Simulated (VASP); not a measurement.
# C18S in VASP: single point with PBE

Aim: the single point of C18S with PBE.

Program: VASP 6.6.1. These are calculated values, not measurements. Logs are shortened: lines on timing, memory, paths and dates and some standing lists are left out, and cuts for length are marked.

## Step 1: Starting point

The cell holds a slab with vacuum, 19 atoms: a = 7.398 Å, b = 7.398 Å, c = 12.000 Å, α = 90.00°, β = 90.00°, γ = 120.00°.

The cell was built by a generator and needn't be a form met in nature.

## Step 2: Single point, PBE, collinear spin, typed start

Contents of INCAR:

```
  PREC = Accurate
  ENCUT = 520
  EDIFF = 1E-7
  ISMEAR = 0
  SIGMA = 0.02
  LREAL = Auto
  LASPH = True
  NELM = 150
  ALGO = Fast
  ISIF = 2
  LWAVE = False
  LCHARG = False
  ISPIN = 2
  MAGMOM = 0 0 0 0 0 0 0 0 0 0 0 0 0 0 0 0 0 0 1
  LORBIT = 11
  GGA = PE
  NBANDS = 58
```

Contents of KPOINTS:

```
regular mesh
0
Gamma
  2 2 1
```

Contents of POSCAR:

```
C18S
1.0
    7.3980000000      0.0000000000      0.0000000000
   -3.6990000000      6.4068560000      0.0000000000
    0.0000000000      0.0000000000     12.0000000000
C S
18 1
Direct
   -0.0003662890      0.0041487380      0.0768119302
    0.2257553309      0.1172035507      0.0767936726
   -0.0004076151      0.3390502155      0.0768773472
    0.2257536413      0.4521123953      0.0769041009
   -0.0030219065      0.6702944197      0.1063276366
    0.2284647415      0.7860817528      0.1061888736
    0.3363209757      0.0104759956      0.0829664495
    0.5576031963      0.1182671997      0.0772410302
    0.3367065516      0.3401524545      0.0740090289
    0.5569903403      0.4503458923      0.0772484147
    0.3362586493      0.6693798155      0.0831161164
    0.5574919029      0.7829743594      0.0773441081
    0.6684038753      0.0060359603      0.0769964509
    0.8886696798      0.1161276354      0.0739019539
    0.6678944886      0.3381819950      0.0774236904
    0.8891549525      0.4458675013      0.0831636270
    0.6678531621      0.6734172187      0.0774372192
    0.8891328044      0.7868838010      0.0831061776
    0.1129338180      0.7285037994      0.2536415722
```

Potentials or basis: VASP PAW PBE potentials, release 64 (C, S).

Command:

```console
> cat potpaw_PBE.64/C/POTCAR potpaw_PBE.64/S/POTCAR > POTCAR
> mpirun -np 1 vasp_std > vasp.out
```

OUTCAR:

```text
PREC = Accurate
   ENCUT = 520
   EDIFF = 1E-7
   ISMEAR = 0
   LREAL = Auto
   LASPH = True
   NELM = 150
   ISIF = 2
   ISPIN = 2
   LORBIT = 11
   GGA = PE

 ion  position               nearest neighbor table
   1  1.000  0.004  0.077-  18 1.39  14 1.43   2 1.45
   2  0.226  0.117  0.077-   7 1.39   9 1.43   1 1.45
   3  1.000  0.339  0.077-  16 1.39  14 1.43   4 1.45
   4  0.226  0.452  0.077-  11 1.39   9 1.43   3 1.45
   5  0.997  0.670  0.106-  16 1.46  18 1.47   6 1.48  19 1.92
   6  0.228  0.786  0.106-   7 1.46  11 1.47   5 1.48  19 1.92
   7  0.336  0.010  0.083-   2 1.39   8 1.42   6 1.46
   8  0.558  0.118  0.077-  15 1.41   7 1.42  13 1.43
   9  0.337  0.340  0.074-  10 1.41   4 1.43   2 1.43
  10  0.557  0.450  0.077-   9 1.41  15 1.43  17 1.43
  11  0.336  0.669  0.083-   4 1.39  12 1.42   6 1.47
  12  0.557  0.783  0.077-  17 1.41  11 1.42  13 1.43
  13  0.668  0.006  0.077-  14 1.41   8 1.43  12 1.43
  14  0.889  0.116  0.074-  13 1.41   3 1.43   1 1.43
  15  0.668  0.338  0.077-   8 1.41  16 1.42  10 1.43
  16  0.889  0.446  0.083-   3 1.39  15 1.42   5 1.46
  17  0.668  0.673  0.077-  12 1.41  18 1.42  10 1.43
  18  0.889  0.787  0.083-   1 1.39  17 1.42   5 1.47
  19  0.113  0.729  0.254-   5 1.92   6 1.92

  LATTYP: Found a hexagonal cell.
 ALAT       =     7.3980000000
 C/A-ratio  =     1.6220600162

  Lattice vectors:

 A1 = (   7.3980000000,   0.0000000000,   0.0000000000)
 A2 = (  -3.6990000000,   6.4068560000,   0.0000000000)
 A3 = (   0.0000000000,   0.0000000000,  12.0000000000)

Analysis of symmetry for initial positions (statically):
=====================================================================
 Subroutine PRICEL returns:
 Original cell was already a primitive cell.

 Routine SETGRP: Setting up the symmetry group for a
 hexagonal supercell.

 Subroutine GETGRP returns: Found  1 space group operations
 (whereof  1 operations were pure point group operations)
 out of a pool of 24 trial point group operations.

The static configuration has the point symmetry C_1 .

Analysis of symmetry for dynamics (positions and initial velocities):
=====================================================================
 Subroutine PRICEL returns:
 Original cell was already a primitive cell.

 Routine SETGRP: Setting up the symmetry group for a
 hexagonal supercell.

 Subroutine GETGRP returns: Found  1 space group operations
[... 175 lines left out ...]
  ---------------------------------------------------
  ext. energy  EPLUGINS =         0.00000000
  ---------------------------------------------------
  free energy    TOTEN  =      -167.62297240 eV

  energy without entropy =     -167.62297240  energy(sigma->0) =     -167.62297240

 E-fermi :  -1.5691     XC(G=0):  -4.0358

 val. band max:       -1.7221944283   @ k =   0.0000   0.0000   0.0000
 cond. band min:      -1.4318328958   @ k =   0.0000   0.0000   0.0000
 fundamental gap:      0.2903615325
 Fermi energy:        -1.5690907690

 spin component 1

 k-point     1 :       0.0000    0.0000    0.0000
  band No.  band energies     occupation
      1     -21.3813      1.00000
      2     -19.5078      1.00000
      3     -18.6802      1.00000
      4     -18.6650      1.00000
      5     -18.6172      1.00000
      6     -18.5499      1.00000
[... 205 lines left out ...]
     50       3.9974      0.00000
     51       4.2421      0.00000
 Fermi energy:        -1.5690907690

 spin component 2

 k-point     1 :       0.0000    0.0000    0.0000
  band No.  band energies     occupation
      1     -21.3813      1.00000
      2     -19.5078      1.00000
      3     -18.6802      1.00000
      4     -18.6650      1.00000
      5     -18.6172      1.00000
      6     -18.5499      1.00000
[... 205 lines left out ...]
     50       3.9974      0.00000
     51       4.2414      0.00000
 [bands above 51 left out]

------------------------ aborting loop because EDIFF is reached ----------------------------------------

  FORCE on cell =-STRESS in cart. coord.  units (eV):
  Direction    XX          YY          ZZ          XY          YZ          ZX
  --------------------------------------------------------------------------------------
  -------------------------------------------------------------------------------------
  Total        4.1787236      3.0366730     -0.2387180      0.9616240     -0.0043849     -0.0034559
  in kB       11.7710091      8.5539768     -0.6724426      2.7087899     -0.0123519     -0.0097350
  external PRESSURE =       6.5508478 kB  Pullay stress =       0.0000000 kB

 VOLUME and BASIS-vectors are now :
 -----------------------------------------------------------------------------
  energy-cutoff  :      520.00
  volume of cell :      568.78
      direct lattice vectors                 reciprocal lattice vectors
     7.398000000  0.000000000  0.000000000     0.135171668  0.078041398  0.000000000
    -3.699000000  6.406856000  0.000000000     0.000000000  0.156082796  0.000000000
     0.000000000  0.000000000 12.000000000     0.000000000  0.000000000  0.083333333

 POSITION                                       TOTAL-FORCE (eV/Angst)
 -----------------------------------------------------------------------------------
      7.37994      0.02658      0.92174         0.005086      0.003574     -0.005233
      1.23660      0.75091      0.92152         0.000444      0.001744     -0.002208
      6.14084      2.17225      0.92253         0.016988      0.008541     -0.002754
     -0.00224      2.89662      0.92285        -0.011032     -0.001185      0.003967
      4.89622      4.29448      1.27593         0.004465      0.011258      0.045332
     -1.21753      5.03631      1.27427         0.006316     -0.013700      0.053206
[... 11 lines left out ...]
      3.66712      5.04145      0.99727         0.002854      0.001556      0.009348
     -1.85925      4.66742      3.04370        -0.000618     -0.003945     -0.085064
 -----------------------------------------------------------------------------------
    total drift:                                0.030146      0.035236     -0.017689

  FREE ENERGIE OF THE ION-ELECTRON SYSTEM (eV)
  ---------------------------------------------------
  free  energy   TOTEN  =      -167.6229723998 eV

  energy  without entropy=     -167.6229723998  energy(sigma->0) =     -167.62297240

 total charge

# of ion       s       p       d       tot
------------------------------------------
    1        0.862   1.788   0.000   2.650
    2        0.862   1.788   0.000   2.649
    3        0.862   1.788   0.000   2.650
    4        0.861   1.788   0.000   2.650
    5        0.841   1.733   0.000   2.574
    6        0.841   1.733   0.000   2.574
[... 11 lines left out ...]
   18        0.865   1.785   0.000   2.649
   19        1.372   2.293   0.000   3.665
--------------------------------------------------
tot         16.866  34.381   0.000  51.247

 magnetization (x)

# of ion       s       p       d       tot
------------------------------------------
    1       -0.000  -0.000   0.000  -0.000
    2        0.000   0.000   0.000   0.000
    3       -0.000  -0.000   0.000  -0.000
    4        0.000   0.000   0.000   0.000
    5       -0.000  -0.000   0.000  -0.000
    6        0.000   0.000   0.000   0.000
[... 11 lines left out ...]
   18        0.000   0.000   0.000   0.000
   19        0.000  -0.000   0.000  -0.000
--------------------------------------------------
tot         -0.000   0.000   0.000  -0.000
```

Wall time 7.3 min (1 thread of Intel Xeon Platinum 8488C (Sapphire Rapids), shared host); peak memory 0.87 GiB.

What came out:

| Quantity | Value |
| --- | --- |
| Free energy | -167.6230 eV |
| Largest force | 0.085 eV/Å |
| Band gap on the k mesh | 0.29 eV, direct |
| Net moment | 0.00 μB per cell |
| Valence electrons inside the program's atomic spheres | C 2.65, 2.57, 2.66; S 3.67 |

Forces on the atoms (eV/Å):
```
C    0.005  0.004 -0.005
C    0.000  0.002 -0.002
C    0.017  0.009 -0.003
C   -0.011 -0.001  0.004
C    0.004  0.011  0.045
C    0.006 -0.014  0.053
C   -0.012  0.004  0.004
C   -0.007 -0.005  0.001
C    0.010 -0.009 -0.005
C   -0.003 -0.001 -0.011
C   -0.013  0.013  0.002
C    0.010  0.001 -0.003
C   -0.001 -0.001  0.003
C   -0.004  0.002 -0.002
C   -0.005 -0.005 -0.008
C    0.000  0.005  0.004
C    0.001 -0.013 -0.003
C    0.003  0.002  0.009
S   -0.001 -0.004 -0.085
```

Caveat: the k mesh is coarse (spacing up to 0.49 Å⁻¹), so the values aren't converged.
